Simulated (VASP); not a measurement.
The system is Au.

```
Au
1.0
     0.00000    2.04000    2.04000
     2.04000    0.00000    2.04000
     2.04000    2.04000    0.00000
Au
1
Direct
  0.00000 0.00000 0.00000
```

The cell was built by a generator and needn't be a form met in nature.

| Property | Result |
| --- | --- |
| Program | VASP 6.6.1 |
| Task | relaxation of cell and atoms |
| Functional | PBE |
| Dispersion | D4 |
| Potentials or basis | VASP PAW PBE potentials, release 64 (Au) |
| Cutoff | 600 eV |
| k mesh | 18 × 18 × 18 |
| Occupations | methfessel-paxton, width 0.1 eV |
| Spin | no spin polarisation |

At the start: pressure 3.3 GPa; volume 16.98 Å³/atom.

Question: Where does the relaxation end?

Answer: Over 3 steps the energy falls by 3.3 meV/atom and the volume is 17.31 Å³/atom (+1.9 %); space group Fm-3m (No. 225, to 0.05 Å).

The path:
```csv
step,energy change (eV),largest force (eV/Å),pressure (GPa),volume (Å³)
1,0.0000,0.0000,3.32,16.98
2,0.0051,0.0000,-4.69,17.86
3,-0.0033,0.0000,-0.02,17.31
```

Final structure:
```xyz
1
Lattice="0.0000 2.0531 2.0531 2.0531 0.0000 2.0531 2.0531 2.0531 0.0000" Properties=species:S:1:pos:R:3 pbc="T T T"
Au    0.0000    0.0000    0.0000
```

Caveat: pairwise dispersion overbinds metals, which lowers pressure and volume.
